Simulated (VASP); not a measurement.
# InAs: relaxed cell and zone-centre modes

What lattice and vibrations does InAs have at one level of theory? The starting structure is a measured crystal structure from the Crystallography Open Database. All runs use PBEsol.

Main program and level: VASP 6.6.1; Kohn-Sham DFT with plane waves and PAW; PBEsol.

## (1) Set-up

The structure is cubic, space group F-43m (No. 216). Conventional cell: a = 6.058 Å, b = 6.058 Å, c = 6.058 Å, α = 90.00°, β = 90.00°, γ = 90.00°. Nearest to In lie 4 As at 2.62 Å. As has 4 In at 2.62 Å nearest. Farther neighbours are not listed.

Structure file:

```cif
data_structure
_symmetry_space_group_name_H-M 'P 1'
_symmetry_Int_Tables_number 1
_cell_length_a 4.2837
_cell_length_b 4.2837
_cell_length_c 4.2837
_cell_angle_alpha 60.000
_cell_angle_beta 60.000
_cell_angle_gamma 60.000
_cell_volume 55.58
loop_
_atom_site_label
_atom_site_type_symbol
_atom_site_fract_x
_atom_site_fract_y
_atom_site_fract_z
_atom_site_occupancy
In1 In 0.00000 0.00000 0.00000 1
As2 As 0.75000 0.75000 0.75000 1
```

## (2) Relaxation

This run starts from the cell of an earlier relaxation, which isn't shown; the restart sets up the plane waves anew.

Contents of INCAR:

```
SYSTEM = InAs
PREC = Accurate
ENCUT = 500
EDIFF = 1E-07
NELM = 100
ISMEAR = 0
SIGMA = 0.05
LREAL = .FALSE.
ALGO = Normal
GGA = PS
NBANDS = 15
LORBIT = 11
LWAVE = .FALSE.
LCHARG = .FALSE.
KPAR = 4
IBRION = 2
NSW = 50
ISIF = 3
EDIFFG = -0.002
```

Contents of POSCAR:

```
InAs
1.0
    0.0000000000      3.0453077413      3.0453077413
    3.0453077413      0.0000000000      3.0453077413
    3.0453077413      3.0453077413      0.0000000000
In As
1 1
Direct
    0.0000000000      0.0000000000      0.0000000000
    0.7500000000      0.7500000000      0.7500000000
```

Contents of KPOINTS:

```
Automatic mesh
0
Gamma
10 10 10
0 0 0
```

PAW data sets: In_d and As (PBE family, release 64).

Run with:

```bash
$ mpirun -np 4 vasp_std
```

Output:

```text
[banner, memory and clock lines left out]
running    4 mpi-ranks, on    1 nodes
 distrk:  each k-point on    1 cores,    4 groups
 distr:  one band on    1 cores,    1 groups

 POSCAR found type information on POSCAR InAs
 POSCAR found :  2 types and       2 ions
|                                                                             |
|               ----> ADVICE to this user running VASP <----                  |
|                                                                             |
|     You enforced a specific xc type in the INCAR file but a different       |
|     [... a line on the potential file left out ...]
|     I HOPE YOU KNOW WHAT YOU ARE DOING!                                     |
|                                                                             |

 LDA part: xc-table for (Slater+PW92), standard interpolation
 POSCAR, INCAR and KPOINTS ok, starting setup
 FFT: planning ... GRIDC
 FFT: planning ... GRID_SOFT
 FFT: planning ... GRID
 WAVECAR not read
 entering main loop
       N       E                     dE             d eps       ncg     rms          rms(c)
DAV:   1     0.110195047372E+03    0.11020E+03   -0.81119E+03  1424   0.125E+03
DAV:   2    -0.126458871529E+01   -0.11146E+03   -0.10740E+03  1487   0.293E+02
DAV:   3    -0.858351332909E+01   -0.73189E+01   -0.72748E+01  1809   0.768E+01
DAV:   4    -0.877205513635E+01   -0.18854E+00   -0.18846E+00  1716   0.139E+01
DAV:   5    -0.878010902025E+01   -0.80539E-02   -0.80537E-02  2145   0.243E+00    0.431E+00
DAV:   6    -0.852023120931E+01    0.25988E+00   -0.39731E-01  2217   0.118E+01    0.235E+00
DAV:   7    -0.848993597070E+01    0.30295E-01   -0.10708E-01  1987   0.336E+00    0.678E-01
DAV:   8    -0.848840134718E+01    0.15346E-02   -0.12413E-02  1826   0.135E+00    0.186E-01
DAV:   9    -0.848864270217E+01   -0.24135E-03   -0.85821E-04  1739   0.286E-01    0.106E-01
DAV:  10    -0.848871246485E+01   -0.69763E-04   -0.12353E-04  2133   0.160E-01    0.650E-02
DAV:  11    -0.848873179914E+01   -0.19334E-04   -0.55247E-05  1606   0.106E-01    0.482E-02
DAV:  12    -0.848873177065E+01    0.28490E-07   -0.56509E-06  1690   0.262E-02    0.783E-03
DAV:  13    -0.848873187349E+01   -0.10284E-06   -0.11842E-06  1844   0.603E-03    0.358E-03
DAV:  14    -0.848873181998E+01    0.53511E-07   -0.61838E-08  1287   0.253E-03
   1 F= -.84887318E+01 E0= -.84886932E+01  d E =-.848873E+01
 curvature:   0.00 expect dE= 0.000E+00 dE for cont linesearch  0.000E+00
 trial: gam= 0.00000 g(F)=  0.578E-47 g(S)=  0.544E-07 ort = 0.000E+00 (trialstep = 0.100E+01)
 search vector abs. value=  0.545E-07
 reached required accuracy - stopping structural energy minimisation
```

Elapsed: 10 s, on 4 MPI ranks of Intel Xeon Platinum 8488C (Sapphire Rapids), shared host; peak memory 0.76 GiB; 31 s of CPU time.

The logs omit lines about the potential files and the build; timing stands in the text.

Parts of OUTCAR (step 2):

```text
ion  position               nearest neighbor table
   1  0.000  0.000  0.000-   2 2.64   2 2.64   2 2.64   2 2.64
   2  0.750  0.750  0.750-   1 2.64   1 2.64   1 2.64   1 2.64

  LATTYP: Found a face centered cubic cell.
 ALAT       =     6.0906154826

 Subroutine GETGRP returns: Found 24 space group operations
 (whereof 24 operations were pure point group operations)

The static configuration has the point symmetry T_d .

 Found     47 irreducible k-points:

   k-points           NKPTS =     47   k-points in BZ     NKDIM =     47   number of bands    NBANDS=     15

   dimension x,y,z NGX =    32 NGY =   32 NGZ =   32
   dimension x,y,z NGXF=    64 NGYF=   64 NGZF=   64

   ENCUT  =  500.0 eV  36.75 Ry    6.06 a.u.   7.85  7.85  7.85*2*pi/ulx,y,z

   NELECT =      18.0000    total number of electrons

 k-points in reciprocal lattice and weights: Automatic mesh
   0.00000000  0.00000000  0.00000000       0.001
   0.10000000  0.00000000  0.00000000       0.008
   0.20000000  0.00000000  0.00000000       0.008
   0.30000000  0.00000000  0.00000000       0.008
   0.40000000  0.00000000  0.00000000       0.008
   0.50000000  0.00000000  0.00000000       0.004
   0.10000000  0.10000000  0.00000000       0.006
   0.20000000  0.10000000  0.00000000       0.024
   0.30000000  0.10000000  0.00000000       0.024
[...]
-0.30000000  0.40000000  0.20000000       0.024
  -0.30000000  0.50000000  0.20000000       0.012

 average (electrostatic) potential at core
       1 -96.6178       2 -49.7000

 E-fermi :   4.1732

 k-point     1 :       0.0000    0.0000    0.0000
  band No.  band energies     occupation
    ...
      6      -7.5951      2.00000
      7       3.7659      2.00000
      8       4.1579      1.33372
      9       4.1579      1.33372
     10       4.1579      1.33372
     11       8.0033      0.00000
     12       8.0033      0.00000
     13       8.0033      0.00000
     14      11.4082      0.00000
     15      13.7668      0.00000

 k-point     2 :       0.1000    0.0000    0.0000
  band No.  band energies     occupation
    ...
      5     -10.0130      2.00000
      6      -7.4941      2.00000
      7       2.5768      2.00000
      8       4.0325      1.99993
      9       4.0325      1.99993
     10       4.9913      0.00000
     11       8.0472      0.00000
     12       8.1887      0.00000
     13       8.1887      0.00000
     14      12.0068      0.00000
    ...

 k-point     3 :       0.2000    0.0000    0.0000
  band No.  band energies     occupation
    ...
      5     -10.0126      2.00000
      6      -7.2075      2.00000
      7       1.1425      2.00000
      8       3.7503      2.00000
      9       3.7503      2.00000
     10       5.3115      0.00000
     11       8.5615      0.00000
     12       8.5615      0.00000
     13       8.6413      0.00000
     14      12.5076      0.00000
    ...

  Total        0.0008669      0.0008669      0.0008669      0.0000000      0.0000000      0.0000000
  in kB        0.0245911      0.0245911      0.0245911      0.0000000      0.0000000      0.0000000
  external PRESSURE =       0.0245911 kB  Pullay stress =       0.0000000 kB

  energy-cutoff  :      500.00
  volume of cell :       56.48
      direct lattice vectors                 reciprocal lattice vectors
     0.000000000  3.045307741  3.045307741    -0.164187019  0.164187019  0.164187019
     3.045307741  0.000000000  3.045307741     0.164187019 -0.164187019  0.164187019
     3.045307741  3.045307741  0.000000000     0.164187019  0.164187019 -0.164187019

 POSITION                                       TOTAL-FORCE (eV/Angst)
 -----------------------------------------------------------------------------------
      0.00000      0.00000      0.00000        -0.000000     -0.000000     -0.000000
      4.56796      4.56796      4.56796         0.000000      0.000000      0.000000
 -----------------------------------------------------------------------------------
    total drift:                                0.000000      0.000000      0.000000

  FREE ENERGIE OF THE ION-ELECTRON SYSTEM (eV)
  ---------------------------------------------------
  free  energy   TOTEN  =        -8.4887318200 eV

  energy  without entropy=       -8.4886545336  energy(sigma->0) =       -8.48869318

 reached required accuracy - stopping structural energy minimisation

 total charge
# of ion       s       p       d       tot
------------------------------------------
    1        0.849   0.717   9.886  11.452
    2        1.225   1.546   0.021   2.793
--------------------------------------------------
tot          2.074   2.263   9.907  14.245

[... 3 further parts left out ...]
```

CONTCAR:

```
InAs
   1.00000000000000
     0.0000000000000000    3.0453077412999998    3.0453077412999998
     3.0453077412999998    0.0000000000000000    3.0453077412999998
     3.0453077412999998    3.0453077412999998    0.0000000000000000
  In              As
     1     1
Direct
     0.0000000000000000    0.0000000000000000    0.0000000000000000
     0.7500000000000000    0.7500000000000000    0.7500000000000000
```

The PAW data sets were made with PBE, which is usual practice but a small mismatch for other functionals. The run keeps the 24 symmetry operations of its start, so it cannot find a distortion of lower symmetry.

The relaxed cell holds 28.242 Å³ an atom, with a = 6.091 Å (+0.5 % against the database cell). Pressures at 0.985 and 1.015 times this volume, from two more relaxations that aren't shown, give a bulk modulus of 55.8 GPa.

## (3) Modes of the relaxed cell

Changes to INCAR since step 2:

```diff
@@ -3,3 +3,3 @@
 ENCUT = 500
-EDIFF = 1E-07
+EDIFF = 1E-08
 NELM = 100
@@ -15,5 +15,3 @@
 KPAR = 4
-IBRION = 2
-NSW = 50
-ISIF = 3
-EDIFFG = -0.002
+IBRION = 8
+ISIF = 2
```

POSCAR is that of step 2.

Contents of KPOINTS:

```
Automatic mesh
0
Gamma
12 12 12
0 0 0
```

Run with:

```bash
$ mpirun -np 4 vasp_std
```

Output:

```text
[banner, memory and clock lines left out]
running    4 mpi-ranks, on    1 nodes
[...]
[... a notice as in an earlier step ...]

 LDA part: xc-table for (Slater+PW92), standard interpolation
 POSCAR, INCAR and KPOINTS ok, starting setup
[...]
entering main loop
       N       E                     dE             d eps       ncg     rms          rms(c)
DAV:   1     0.110264628245E+03    0.11026E+03   -0.81693E+03  2167   0.126E+03
DAV:   2    -0.133849386725E+01   -0.11160E+03   -0.10746E+03  2356   0.293E+02
DAV:   3    -0.858385089920E+01   -0.72454E+01   -0.72098E+01  2783   0.766E+01
DAV:   4    -0.877345863753E+01   -0.18961E+00   -0.18955E+00  2740   0.141E+01
[...]
DAV:  15    -0.848948566122E+01   -0.47875E-07   -0.24431E-09  2039   0.699E-04    0.514E-04
DAV:  16    -0.848948567702E+01   -0.15792E-07   -0.16584E-09  1535   0.364E-04    0.976E-05
DAV:  17    -0.848948567878E+01   -0.17619E-08   -0.98610E-10  1360   0.233E-04
   1 F= -.84894857E+01 E0= -.84894616E+01  d E =-.480648E-04
[...]
RMM:  13    -0.235543998283E+00   -0.17823E-07   -0.15423E-07 17476   0.570E-05    0.247E-06
RMM:  14    -0.235543983037E+00    0.15246E-07   -0.79537E-08 15268   0.385E-05    0.527E-06
RMM:  15    -0.235543991793E+00   -0.87556E-08   -0.71571E-08 14932   0.296E-05    0.152E-05
 first order change of Fermi-energy  -0.45832E-04
 force on displaced ion       1 direction 1 :  -7.212   0.000   0.000
 Linear response progress:
  Degree of freedom:   2/  2
       N       E                     dE             d eps       ncg     rms          rms(c)
RMM:   1    -0.466152193937E-01   -0.46615E-01    0.65567E-02 17167   0.152E+00
RMM:   2    -0.443560167522E-01    0.22592E-02    0.14278E-03 13253   0.555E-01    0.105E-01
RMM:   3    -0.450301249677E-01   -0.67411E-03   -0.18116E-03 15497   0.233E-01    0.456E-02
RMM:   4    -0.452199935328E-01   -0.18987E-03   -0.14886E-04 15773   0.778E-02    0.107E-02
[...]
RMM:   9    -0.452444262389E-01   -0.74095E-06   -0.21775E-08 16151   0.387E-04    0.981E-05
RMM:  10    -0.452445308482E-01   -0.10461E-06    0.40147E-08 17591   0.150E-04    0.706E-05
RMM:  11    -0.452445329961E-01   -0.21479E-08   -0.39624E-08 16603   0.595E-05    0.128E-05
 first order change of Fermi-energy   0.30965E-03
 force on displaced ion       2 direction 1 :  -7.239   0.000   0.000
 Linear response finished
```

It took 96 s on 4 MPI ranks; peak memory 2.3 GiB.

Parts of OUTCAR (step 3):

```text
  Total       -0.0003568     -0.0003568     -0.0003568      0.0000000      0.0000000      0.0000000
  in kB       -0.0101221     -0.0101221     -0.0101221      0.0000000      0.0000000      0.0000000
  external PRESSURE =      -0.0101221 kB  Pullay stress =       0.0000000 kB

 POSITION                                       TOTAL-FORCE (eV/Angst)
 -----------------------------------------------------------------------------------
      0.00000      0.00000      0.00000        -0.000000      0.000000     -0.000000
      4.56796      4.56796      4.56796         0.000000     -0.000000      0.000000
 -----------------------------------------------------------------------------------
    total drift:                                0.000000      0.000000      0.000000

[... 1 part as in an earlier step ...]

[... 1 further part left out ...]
```

The zone-centre modes at 28.242 Å³ an atom are T2 208.2 cm⁻¹.

[end of part 1 of 2]

[Lines on the potential files, build, host, timing and source positions are cut from VASP's logs without a mark.]

[Logs are printed without paths, hosts, clocks, repeated set-up lines and the standing remarks that a program may print on its own settings, such as how far it seeks lower states.]

[Hosts, paths, dates, database ids (printed as entryN), source tags and the programs' standing remarks are cut or masked in the printed files.]
